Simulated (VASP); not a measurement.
Computed with PBE GGA, VASP's PBE PAW potentials (set 64) (plane waves; VASP).

VASP input:

**KPOINTS**
```
Automatic mesh
0
Gamma
6 6 4
0 0 0
```

### POSCAR
```
Se
1
    2.2632651768    -3.9200902611     0.0000000000
    2.2632651768     3.9200902611     0.0000000000
    0.0000000000     0.0000000000     5.0457517313
Se
3
Direct
  0.0000000000   0.2188512717   0.6666670000
  0.7811487283   0.7811487283   0.0000000000
  0.2188512717   0.0000000000   0.3333330000
```

### INCAR
```
SYSTEM = Se
PREC = Accurate
ENCUT = 520
EDIFF = 1E-6
NELM = 100
ALGO = Normal
LREAL = .FALSE.
LASPH = .TRUE.
ISMEAR = 0
SIGMA = 0.05
GGA = PE
LMAXMIX = 4
LWAVE = .TRUE.
LCHARG = .FALSE.
```

POTCAR, in this order: Se (PBE.64 set). Program: vasp_std.

**Question.** What will the output report for the number of irreducible k-points (NKPTS), largest plane-wave count, number of space-group operations, FFT grid (NGX, NGY, NGZ)?

**Answer.** 
```yaml
number of irreducible k-points (NKPTS): 24
largest_plane_wave_count: 2461
number_of_space_group_operations: 6
FFT grid (NGX, NGY, NGZ): 36 × 36 × 40
```

The compound is Se in the trig structure. It was relaxed first, which changed the volume by +9 %.
